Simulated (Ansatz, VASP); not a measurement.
**Two plane-wave programs on InRu2**

The input INCAR:

```
PREC = Accurate
ENCUT = 520
EDIFF = 1E-6
ISMEAR = 0
SIGMA = 0.1
LREAL = False
LASPH = True
NELM = 80
ALGO = Normal
ISIF = 2
LWAVE = False
LCHARG = True
GGA = PE
LELF = True
LVHAR = True
NBANDS = 28
```

File KPOINTS:

```
Automatic mesh
0
Gamma
  6 6 4
```

POSCAR

```
InRu2
1.0
    3.3301953700      0.0000000000      0.0000000000
    0.0000000000      3.3301953700      0.0000000000
    0.0000000000      0.0000000000      4.9379388800
In Ru
1 2
Direct
    0.0000000000      0.0000000000      0.5000000000
    0.5000000000      0.0000000000      0.7777620000
    0.0000000000      0.5000000000      0.2222380000
```

Input for Ansatz:

```yaml
crystal:
  lattice:
    - [3.33019537, 0.0, 0.0]
    - [0.0, 3.33019537, 0.0]
    - [0.0, 0.0, 4.93793888]
  atoms:
    - { symbol: In, position: [0.0, 0.0, 0.5] }
    - { symbol: Ru, position: [0.5, 0.0, 0.777762] }
    - { symbol: Ru, position: [0.0, 0.5, 0.222238] }
basis:
  ecutwfc: 420
kpoints:
  mp_grid: { grid: [6, 6, 4] }
hamiltonian:
  xc: pbe
scf:
  occupations: { method: gaussian, width: 0.1 }
  lower_state_search: "off"
output:
  forces: true
  stress: true
  eigenvalues: true
```

Change from the starting cell: species swapped into the AgI2 type (P-4m2, No. 115).

Alike in both runs: task single point; functional PBE; k mesh 6 × 6 × 4; occupations gaussian, width 0.1 eV; no spin polarisation.

|  | VASP | Ansatz |
| --- | --- | --- |
| version | VASP 6.6.1 | Ansatz 0.2.0 |
| potentials or method | VASP PAW PBE potentials, release 64 (In_d, Ru_pv) | scalar-relativistic, plane waves, PAW |
| plane-wave cutoff (eV) | 520 | 420 |
| valence electrons in the cell | 41 | 45 |

```tsv
	VASP	Ansatz	Ansatz less VASP
gap on the k mesh at the Fermi level (eV)	none	none	-
rms of the force components (eV/Å)	6.369	6.347	-0.0222
```

Atom by atom the forces differ by 0.022 eV/Å (rms over components). A gap of «none» marks a metal or a gap that the smearing closes. The two sets of potentials don't hold the same shells in valence.

Caveats: forces of over 1 eV/Å show positions far from the minimum, so gaps and moduli don't describe the material at rest.
